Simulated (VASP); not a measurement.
Level of theory: LDA (Ceperley-Alder, Perdew-Zunger), VASP's LDA PAW potentials (set 64) (plane waves; VASP 6.6.1).

VASP ran on this input.

**INCAR**
```
SYSTEM = TiPd2
PREC = Accurate; ENCUT = 300; LREAL = .False.
LASPH = .True.
EDIFF = 1E-6; NELM = 100; ALGO = Normal
LMAXMIX = 4
ISMEAR = 0; SIGMA = 0.272
ISIF = 2
LWAVE = .False.; LCHARG = .False.
```

KPOINTS:
```
Regular mesh
0
Gamma
12 12 12
0 0 0
```

POSCAR:
```
TiPd2
4.3882350
 -0.3731340733   0.3731340733   1.0000000000
  0.3731340733  -0.3731340733   1.0000000000
  0.3731340733   0.3731340733  -1.0000000000
Ti Pd
1 2
Direct
 -0.0071400000  -0.0040610000  -0.0136400000
  0.6718950000   0.6651030000   0.0279660000
  0.3352440000   0.3389580000  -0.0143250000
```

POTCAR, in this order: Ti_sv Pd (LDA.64 set). Program: vasp_std.

Output of the run:

**OSZICAR**
```
       N       E                     dE             d eps       ncg     rms          rms(c)
DAV:   1     0.209162697153E+03    0.20916E+03   -0.11606E+04 34808   0.121E+03
DAV:   2    -0.121860647979E+02   -0.22135E+03   -0.21038E+03 37020   0.353E+02
DAV:   3    -0.257461195581E+02   -0.13560E+02   -0.12951E+02 46876   0.871E+01
DAV:   4    -0.261267852376E+02   -0.38067E+00   -0.37851E+00 42712   0.143E+01
DAV:   5    -0.261381940594E+02   -0.11409E-01   -0.11407E-01 46180   0.232E+00    0.126E+01
DAV:   6    -0.243474905764E+02    0.17907E+01   -0.14647E+01 46672   0.368E+01    0.991E+00
DAV:   7    -0.237272014642E+02    0.62029E+00   -0.86045E+00 49176   0.305E+01    0.473E+00
DAV:   8    -0.233690145004E+02    0.35819E+00   -0.97503E-01 48996   0.963E+00    0.141E+00
DAV:   9    -0.233707461533E+02   -0.17317E-02   -0.12698E-01 52888   0.239E+00    0.924E-01
DAV:  10    -0.233620534182E+02    0.86927E-02   -0.19447E-02 46248   0.165E+00    0.421E-01
DAV:  11    -0.233602003432E+02    0.18531E-02   -0.73358E-03 51836   0.909E-01    0.742E-02
DAV:  12    -0.233602373205E+02   -0.36977E-04   -0.39628E-04 44436   0.217E-01    0.596E-02
DAV:  13    -0.233601865427E+02    0.50778E-04   -0.22856E-04 51940   0.137E-01    0.918E-03
DAV:  14    -0.233601855022E+02    0.10404E-05   -0.14046E-05 44868   0.415E-02    0.438E-03
DAV:  15    -0.233601852476E+02    0.25462E-06   -0.48459E-07 22728   0.737E-03
   1 F= -.23360185E+02 E0= -.23323477E+02  d E =-.734172E-01
```

**OUTCAR**
```
------------------------ aborting loop because EDIFF is reached ----------------------------------------
  FORCE on cell =-STRESS in cart. coord.  units (eV):
  Direction    XX          YY          ZZ          XY          YZ          ZX
  --------------------------------------------------------------------------------------
  Total       -3.5783737     -3.6087083     -3.6802381      0.0828018      0.0851021      0.0523023
  in kB     -121.8251159   -122.8578535   -125.2930735      2.8189736      2.8972870      1.7806220
  external PRESSURE =    -123.3253476 kB  Pullay stress =       0.0000000 kB
  volume of cell :       47.06
      direct lattice vectors                 reciprocal lattice vectors
    -1.637400000  1.637400000  4.388235000     0.000000000  0.305362160  0.113941026
     1.637400000 -1.637400000  4.388235000     0.305362160  0.000000000  0.113941026
     1.637400000  1.637400000 -4.388235000     0.305362160  0.305362160  0.000000000
 POSITION                                       TOTAL-FORCE (eV/Angst)
 -----------------------------------------------------------------------------------
      1.62011      1.61002      4.39894         0.111119      0.173947     -0.090965
      0.03467      0.05691      5.74434        -0.191712     -0.309089      0.129156
      1.62003      1.60786     -1.36682         0.080592      0.135142     -0.038191
 -----------------------------------------------------------------------------------
    total drift:                               -0.000174     -0.000024     -0.000538
  FREE ENERGIE OF THE ION-ELECTRON SYSTEM (eV)
  ---------------------------------------------------
  free  energy   TOTEN  =       -23.3601852476 eV

  energy  without entropy=      -23.2867680880  energy(sigma->0) =      -23.32347667
```
(Selected blocks of OUTCAR.)

### OUTCAR
```
 val. band max:        9.2273455297   @ k =   0.4167   0.3333   0.0833

 cond. band min:       9.2336085266   @ k =   0.4167  -0.1667  -0.4167


 Fermi energy:         9.2329039067

 k-point     1 :       0.0000    0.0000    0.0000
  band No.  band energies     occupation
      1     -47.4255      2.00000
      2     -24.0578      2.00000
      3     -24.0120      2.00000
      4     -24.0099      2.00000
      5       2.2222      2.00000
      6       5.0329      2.00000
      7       5.2214      2.00000
      8       5.3815      2.00000
      9       5.7543      2.00000
     10       6.0848      2.00000
     11       6.5923      2.00000
     12       6.6604      2.00000
     13       6.8444      2.00000
     14       6.8540      2.00000
     15       7.7101      2.00000
     16       8.6755      1.99625
     17       9.9750      0.00011
     18      10.0996      0.00001
     19      10.2342      0.00000
     20      11.3265      0.00000

 k-point     2 :       0.0833    0.0000   -0.0000
  band No.  band energies     occupation
      1     -47.4248      2.00000
      2     -24.0571      2.00000
      3     -24.0183      2.00000
      4     -24.0108      2.00000
      5       2.3561      2.00000
      6       5.0086      2.00000
      7       5.2292      2.00000
      8       5.4198      2.00000
      9       5.7830      2.00000
     10       6.0809      2.00000
     11       6.4965      2.00000
     12       6.6219      2.00000
     13       6.8404      2.00000
     14       6.8913      2.00000
     15       7.5935      2.00000
     16       8.7548      1.98707
     17       9.9460      0.00021
     18      10.1826      0.00000
     19      10.3082      0.00000
     20      11.3532      0.00000

 k-point     3 :       0.0000    0.0833   -0.0000
  band No.  band energies     occupation
      1     -47.4248      2.00000
      2     -24.0570      2.00000
      3     -24.0193      2.00000
      4     -24.0100      2.00000
      5       2.3561      2.00000
...
```

At this cut-off the stress carries a Pulay error, which pulls relaxed volumes low.

The structure comes from a computed database's TiPd2 entry (I4/mmm); how it stands against other phases isn't given here. The cell was not relaxed at this level, atoms are displaced from their ideal sites.
